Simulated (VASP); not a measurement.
A VASP calculation is set up with these files.

KPOINTS:
```
Automatic mesh
0
Gamma
5 5 3
0 0 0
```

POSCAR:
```
MgI2
1
    2.1165000000    -3.6658850000     0.0000000000
    2.1165000000     3.6658850000     0.0000000000
    0.0000000000     0.0000000000     6.9972000000
Mg I
1 2
Direct
  0.0000000000   0.0000000000   0.0000000000
  0.3333330000   0.6666670000   0.2420000000
  0.6666670000   0.3333330000   0.7580000000
```

### INCAR
```
SYSTEM = MgI2
PREC = Accurate
ENCUT = 400
EDIFF = 1E-6
NELM = 100
ALGO = Normal
LREAL = .FALSE.
LASPH = .TRUE.
ISMEAR = 2
SIGMA = 0.5
GGA = PE
LMAXMIX = 4
LWAVE = .FALSE.
LCHARG = .FALSE.
ISIF = 2
```

POTCAR, in this order: Mg I (PBE.64 set). Program: vasp_std.

Output of the run:

standard output:
```
 POSCAR found type information on POSCAR MgI
 POSCAR found :  2 types and       3 ions
 Reading from existing POTCAR
 Reading from existing POTCAR
 LDA part: xc-table for (Slater+PW92), standard interpolation
 POSCAR, INCAR and KPOINTS ok, starting setup
 WAVECAR not read
 entering main loop
       N       E                     dE             d eps       ncg     rms          rms(c)
DAV:   1     0.704299179100E+02    0.70430E+02   -0.50462E+03   288   0.838E+02
DAV:   2    -0.266929812075E+01   -0.73099E+02   -0.68821E+02   432   0.137E+02
DAV:   3    -0.777726908211E+01   -0.51080E+01   -0.50983E+01   360   0.445E+01
DAV:   4    -0.787200321284E+01   -0.94734E-01   -0.94719E-01   372   0.765E+00
DAV:   5    -0.787415676400E+01   -0.21536E-02   -0.21535E-02   348   0.115E+00    0.372E+00
DAV:   6    -0.772266418133E+01    0.15149E+00   -0.17334E-01   304   0.230E+00    0.262E+00
DAV:   7    -0.769284439278E+01    0.29820E-01   -0.14833E-01   312   0.215E+00    0.805E-01
DAV:   8    -0.769130775699E+01    0.15366E-02   -0.97218E-03   344   0.613E-01    0.255E-01
DAV:   9    -0.769145773547E+01   -0.14998E-03   -0.11895E-03   340   0.247E-01    0.910E-02
DAV:  10    -0.769144608259E+01    0.11653E-04   -0.29869E-05   360   0.466E-02    0.496E-02
DAV:  11    -0.769145014071E+01   -0.40581E-05   -0.19094E-05   312   0.325E-02    0.256E-02
DAV:  12    -0.769145101286E+01   -0.87215E-06   -0.13246E-06   292   0.866E-03
   1 F= -.76914510E+01 E0= -.77023750E+01  d E =0.436958E-01
```

OUTCAR:
```
------------------------ aborting loop because EDIFF is reached ----------------------------------------
  FORCE on cell =-STRESS in cart. coord.  units (eV):
  Direction    XX          YY          ZZ          XY          YZ          ZX
  --------------------------------------------------------------------------------------
  Total       -0.4438741     -0.4438739     -0.1673154      0.0000000      0.0000000      0.0000000
  in kB       -6.5496632     -6.5496613     -2.4688530      0.0000000      0.0000000      0.0000000
  external PRESSURE =      -5.1893925 kB  Pullay stress =       0.0000000 kB
  volume of cell :      108.58
      direct lattice vectors                 reciprocal lattice vectors
     2.116500000 -3.665885000  0.000000000     0.236239074 -0.136392713  0.000000000
     2.116500000  3.665885000  0.000000000     0.236239074  0.136392713  0.000000000
     0.000000000  0.000000000  6.997200000     0.000000000  0.000000000  0.142914309
 POSITION                                       TOTAL-FORCE (eV/Angst)
 -----------------------------------------------------------------------------------
      0.00000      0.00000      0.00000         0.000000     -0.000000      0.000000
      2.11650      1.22196      1.69332         0.000000      0.000000     -0.207123
      2.11650     -1.22196      5.30388        -0.000000      0.000000      0.207123
 -----------------------------------------------------------------------------------
    total drift:                               -0.000000     -0.000000      0.000000
  FREE ENERGIE OF THE ION-ELECTRON SYSTEM (eV)
  ---------------------------------------------------
  free  energy   TOTEN  =        -7.6914510129 eV

  energy  without entropy=       -7.7351467946  energy(sigma->0) =       -7.70237496
```
(Selected blocks of OUTCAR.)

Problem. Read input and log: which fault does this run have?
A. ALGO = VeryFast starts from random orbitals with almost no delay (NELMDL = -1)
B. one atom is typed twice, on or next to the same site
C. Methfessel-Paxton smearing was used on a material with a gap
D. ISPIN is misspelt, so the run is not spin-polarised

Solution. C, Methfessel-Paxton smearing was used on a material with a gap. The run ends without an error. Against the sound run, the energy per atom (σ→0) goes up by 0.001 eV/atom; the pressure falls by 0.10 GPa; the largest force falls by 0.011 eV/Å.

To mend it, set ISMEAR = 0, set SIGMA = 0.05.

The mended run (PBE GGA, plane waves, VASP's PBE PAW potentials (set 64)) converges, and its OSZICAR ends with
```
   1 F= -.77058520E+01 E0= -.77058520E+01  d E =-.909084E-12
```

The compound is MgI2 in the 1T layered structure. The cell was not relaxed at this level.
